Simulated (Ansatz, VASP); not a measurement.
# GeBMo3 (Mo3GeB antiperovskite) in two plane-wave programs, part 2 of 2

Wanted: the spread between two codes on one cell, functional and k mesh. The cell is generated by rule, not measured, and may not be a known phase. The cell is taken from a series of runs on this material, whose earlier steps may have relaxed, scaled, displaced or heated it; both programs get it as it stands.

VASP 6.6.1 and Ansatz 0.2.0.

So far: The starting structure; VASP: relaxation of cell and atoms, PBE.

The structure was built from a prototype and need not be the compound's stable phase.

### 3. Ansatz: relaxation of cell and atoms, PBE

Level of this step: Ansatz beside VASP: Kohn-Sham DFT, plane waves, PBE (Ansatz).

Ansatz runs on its PAW soft_1 files.

The same cell, functional, mesh and smearing now go to Ansatz, which takes its cutoff from its data sets.

Contents of input.yaml:

```yaml
crystal:
  lattice:
    - [4.18855, 0.0, 0.0]
    - [0.0, 4.18855, 0.0]
    - [0.0, 0.0, 4.18855]
  atoms:
    - { symbol: Ge, position: [0.0, 0.0, 0.0] }
    - { symbol: Mo, position: [0.5, 0.5, 0.0] }
    - { symbol: Mo, position: [0.5, 0.0, 0.5] }
    - { symbol: Mo, position: [0.0, 0.5, 0.5] }
    - { symbol: B, position: [0.5, 0.5, 0.5] }
kpoints:
  mp_grid: { grid: [6, 6, 6] }
hamiltonian:
  xc: pbe
  pseudopotentials: { kind: paw, azcp: { folder: soft_1 } }
scf:
  occupations: { method: gaussian, width: 0.1 }
output:
  forces: true
  stress: true
  eigenvalues: true
relax:
  adjacent_minimum: "off"
  f_tol: 0.005
  max_steps: 80
  cell: { stress_tol: 0.05 }
```

The run is started by

```
> ansatz run input.yaml --threads 4 --pin off --max-ram 20480MiB --backend cpu --events-out ev --progress --plain --runs-dir out
```

Numbers of over 12 decimals in the logs are rounded to 6 here.

Output:

```text
Engine: ansatz 0.2.0, aarch64-unknown-linux-gnu
Pseudopotentials: kind: paw
Pseudopotential: Ge, paw, valence charge 14, recommended cutoff 420 eV (normal), soft_1/Ge.paw.azcp
Pseudopotential: Mo, paw, valence charge 14, recommended cutoff 420 eV (normal), soft_1/Mo.paw.azcp
Pseudopotential: B, paw, valence charge 3, recommended cutoff 420 eV (normal), soft_1/B.paw.azcp
Functional definition: PBE
  parameter kappa = 0.804
  parameter beta = 0.066725
  exchange = pbe_x(kappa = kappa, mu = beta*pi^2/3)
  correlation = pbe_c(beta = beta)
Crystal: 5 atoms, lattice volume = 73.484 Å³
Basis set: ecut = 420 eV, 1365 PW (Γ), exchange–correlation on 60×60×60 points (8 copies of the dense FFT grid, shifted against one another)
Bands: 36, of which v1, the nominal top of the filled ones, is band 30 counted from 1 (29 counted from 0)
Symmetry: 48 space group operations
Space group: Pm-3m (ITA 221), of the structure as read, at distance tolerance 4.2e-5 Å
k-points: 20 of 216
Non-local potential: Ge, projectors of the file, l = 0: 2, l = 1: 2, l = 2: 3, l = 3: 1
Non-local potential: Mo, projectors of the file, l = 0: 3, l = 1: 2, l = 2: 2, l = 3: 1
Non-local potential: B, projectors of the file, l = 0: 2, l = 1: 2, l = 2: 1
PAW form: soft (Blöchl's): semilocal exchange-correlation on the pseudo side does not see the compensation charge
PAW one-centre angular grid: Ge, 590 points (default); XC on 64 Gauss nodes
PAW one-centre angular grid: Mo, 590 points (default); XC on 64 Gauss nodes
PAW one-centre angular grid: B, 110 points (default); XC on 64 Gauss nodes
Initial density: superposition of atomic densities (chi_scale 0.1, normalization cell, long waves kept (reshape's long-wave potential 0.00 eV rms))
Initial wavefunctions: pseudopotential atomic-orbital guess
Functional: x = pbe(κ = 0.804, μ = 0.219515), c = pbe(β = 0.066725)
SCF iter   1: F=—  HF=-19324.734893 eV  |F-HF|=—  |Δ(HF+E_count)|=         —  Δρ=1.47e-1  dr2=2.57e1  ethr=3.10e-3  ⟨swp⟩=5.3  Hψ=2645  notcnv=0
preconditioner: auto → Kerker (q_TF=auto, 2.630 Å⁻¹)  [metal: Δε(μ)=0.076 eV  Ē_g=12.144 eV  σ=0.100 eV  W_gap=0.39  n_scr=26 (ndim 8)  ℏωp=25.6 eV  f_vac=0.000  D(μ)=3.65/eV (n_scr^D=26)]
SCF iter   2: F=—  HF=-19319.308219 eV  |F-HF|=—  |Δ(HF+E_count)|=    5.43e0  Δρ=7.01e-2  dr2=5.86e0  ethr=3.10e-3  ⟨swp⟩=2.5  Hψ=1497  notcnv=0  defer=24
SCF iter   3: F=—  HF=-19317.801825 eV  |F-HF|=—  |Δ(HF+E_count)|=    1.51e0  Δρ=1.05e-2  dr2=5.73e-2  ethr=3.10e-3  ⟨swp⟩=2.4  Hψ=1342  notcnv=0  defer=23
SCF iter   4: F=—  HF=-19317.799134 eV  |F-HF|=—  |Δ(HF+E_count)|=   2.69e-3  Δρ=2.01e-3  dr2=2.38e-3  ethr=9.71e-5  ⟨swp⟩=2.3  Hψ=1361  notcnv=0  defer=23
SCF iter   5: F=—  HF=-19317.798779 eV  |F-HF|=—  |Δ(HF+E_count)|=   3.55e-4  Δρ=7.05e-4  dr2=3.21e-4  ethr=4.04e-6  ⟨swp⟩=2.2  Hψ=1209  notcnv=0  defer=23
SCF iter   6: F=—  HF=-19317.798749 eV  |F-HF|=—  |Δ(HF+E_count)|=   3.06e-5  Δρ=1.70e-4  dr2=1.59e-5  ethr=5.44e-7  ⟨swp⟩=2.0  Hψ=1036  notcnv=0  defer=23
SCF iter   7: F=—  HF=-19317.798715 eV  |F-HF|=—  |Δ(HF+E_count)|=   3.39e-5  Δρ=7.25e-5  dr2=4.23e-6  ethr=2.70e-8  ⟨swp⟩=2.0  Hψ=1036  notcnv=0  defer=23
SCF iter   8: F=—  HF=-19317.798714 eV  |F-HF|=—  |Δ(HF+E_count)|=   5.24e-7  Δρ=1.73e-5  dr2=2.30e-7  ethr=7.17e-9  ⟨swp⟩=2.8  Hψ=1250  notcnv=0  defer=23
SCF iter   9: F=-19317.798714 eV  HF=-19317.798714 eV  |F-HF|=3.10e-9  |Δ(HF+E_count)|=   2.12e-8  Δρ=3.20e-6  dr2=7.41e-9  ethr=1.69e-10  ⟨swp⟩=9.9  Hψ=2766  notcnv=0
SCF 1 converged in 9 iterations: F = -19317.798714 eV  dr2 = 7.41e-9
  greatest PAW one-centre occupation: 0.999 electrons in one spin orbital (limit 2), on the Mo atom at site 2 (counted from 0), in its partial waves of l = 0
relax step   1: F+E_penalty+E_count = -19317.79871408 eV  Δ(F+E_penalty+E_count) = +0.000e0 eV  max|allowed force component| = 2.217e-29 eV/Å  Δτ_max = 0.0000 Å  P = -0.631 GPa  Ω = 73.484 Å³  (9 SCF iters, dr2 threshold 1.00e-7 eV, accepted)
[...]
relax step   2: F+E_penalty+E_count = -19317.79913909 eV  Δ(F+E_penalty+E_count) = -4.250e-4 eV  max|allowed force component| = 1.906e-29 eV/Å  Δτ_max = 0.0000 Å  P = +0.371 GPa  Ω = 73.125 Å³  energy of the carried Pulay correction = +1.293e-4 eV  (6 SCF iters, dr2 threshold 5.00e-7 eV, accepted)
[...]
relax step   3: F+E_penalty+E_count = -19317.79924346 eV  Δ(F+E_penalty+E_count) = -1.044e-4 eV  max|allowed force component| = 1.603e-29 eV/Å  Δτ_max = 0.0000 Å  P = -0.002 GPa  Ω = 73.258 Å³  energy of the carried Pulay correction = +8.149e-5 eV  (6 SCF iters, dr2 threshold 3.44e-7 eV, accepted)
[...]
relax step   4: F+E_penalty+E_count = -19317.79915382 eV  Δ(F+E_penalty+E_count) = +8.964e-5 eV  max|allowed force component| = 1.106e-29 eV/Å  Δτ_max = 0.0000 Å  P = -0.003 GPa  Ω = 73.258 Å³  stress off target by 2.51e-3 GPa  SCF on the basis re-selected at this cell (its energy is not comparable with the rows above)  (8 SCF iters)
basis re-selected at this cell: Δ(F+E_penalty+E_count) = +8.964e-5 eV, ΔP = -0.001 GPa vs the last step (what re-selecting the basis moved, of the pressure what is left beyond the Pulay correction that the steps carried, after the strain that the cell walked since its last selection, with what the two solves' SCF thresholds leave and, on support functions, any second-order correction that the steps lacked; it is no m [...]
SCF converged after 8 iterations
Free energy (F): -19317.799154 eV
Harris-Foulkes:  -19317.799154 eV  (|F-HF|=0.00e0)
Internal energy: -19317.780293 eV  (E = F + TS)
E sigma→0 (E₀):  -19317.789723 eV
Entropy (-TS):   -0.018861 eV (-3.772 meV/atom)
Fermi energy:    17.252162 eV
--- Per-component energies (eV) ---
  E_band       = -322.379132
  E_kinetic    = 1409.492703
  E_local      = -4440.070338  (includes V_loc(G=0)·N_el)
  E_nonlocal   = 675.540905
  E_hartree    = 1785.979428
  E_xc         = -631.899973
  E_vxc        = -761.342607  (∫ρ·V_xc dr)
  E_paw        = -11730.276074  (= ΣΔE_a)
  E_vpaw       = -777.958835  (= ΣTr[D̂ρ^β])
  E_aug_tail   = 0.000184  (compensation charges beyond the density's cutoff)
  E_ewald      = -6386.547128
  E_smearing   = -0.018861  (= −TS)
  E_closure    = -0.000000  (closes the sum)
  Σ components = -19317.799154   (vs F -19317.799154, Δ=0.00e0)
--- Forces (eV/Å), atoms counted from 1 ---
  atom   1  Ge    -0.00000000     0.00000000    -0.00000000
  atom   2  Mo     0.00000000     0.00000000    -0.00000000
  atom   3  Mo     0.00000000    -0.00000000     0.00000000
  atom   4  Mo     0.00000000    -0.00000000     0.00000000
  atom   5  B      0.00000000     0.00000000    -0.00000000
  max |Σ_I F_I| component: 2.33e-29 eV/Å
--- Stress (GPa, compression-positive) ---
       -0.002509       0.000000      -0.000000
        0.000000      -0.002509      -0.000000
       -0.000000      -0.000000      -0.002509
  P = ⅓ Tr σ = -0.0025 GPa (-0.025 kbar)
--- Band table (eV; the first three rows and the last of 20) ---
  k-point 0: bands = [... 26 lower, 15.7518, 17.4161, 17.4161, 17.4161, 18.3643, 18.3643, 18.9845, 18.9845, ... 2 higher]
  k-point 1: bands = [... 26 lower, 15.3228, 16.5806, 17.2166, 17.6484, 17.6484, 18.3750, 19.2717, 19.2717, ... 2 higher]
  k-point 2: bands = [... 26 lower, 14.8604, 16.1637, 16.7991, 17.4739, 17.4739, 18.3064, 18.8251, 19.2774, ... 2 higher]
  k-point 19: bands = [... 26 lower, 15.9698, 15.9698, 16.1117, 16.1117, 16.1117, 18.1298, 18.1298, 18.3676, ... 2 higher]
--- Relaxed structure (3 steps of the walk, 3 accepted, 1 SCFs on fresh bases) ---
  F+E_penalty+E_count = -19317.79915382 eV   max|allowed force component| = 1.106e-29 eV/Å   (the final SCF, on the basis selected at the relaxed cell)
  cell:  # Å, volume = 73.2575 Å³
    - [4.184248, 0, 0]
    - [0, 4.184248, 0.0]
    - [0, 0.0, 4.184248]
  atoms:
    - { symbol: Ge, position: [0, 0, 0] }
    - { symbol: Mo, position: [0.5, 0.5, 0] }
    - { symbol: Mo, position: [0.5, 0, 0.5] }
    - { symbol: Mo, position: [0, 0.5, 0.5] }
    - { symbol: B, position: [0.5, 0.5, 0.5] }
```

### 4. Differences

Known differences besides the potentials themselves: the cutoff is 420 eV in Ansatz and 500 eV in VASP; Ansatz adds a Pulay correction to the stress that steers its cell, VASP none. Total energies have different zeros and are not compared.

Compared:

| quantity | Ansatz | VASP | difference |
| --- | --- | --- | --- |
| volume (Å³) | 73.26 | 73.37 | -0.15 % |
| edge a after relaxation, in the typed setting (Å) | 4.184 | 4.186 | -0.05 % |

### 5. What came out

| Quantity | Value |
| --- | --- |
| difference in volume (relaxation of cell and atoms, PBE) | -0.15 % |

The difference in volume is -0.15 % (relaxation of cell and atoms, PBE), within the 1.2 % picked in this series as the mark of a large difference, as far as the stopping tolerances let one tell. How closely two codes agree says nothing of how well the functional describes the real material.

[Lines on the potential files, build, host, timing and source positions are cut from VASP's logs without a mark.]

[Logs are printed without paths, hosts, clocks, repeated set-up lines and the standing remarks that a program may print on its own settings, such as how far it seeks lower states.]

[Hosts, paths, dates, database ids (printed as entryN), source tags and the programs' standing remarks are cut or masked in the printed files.]
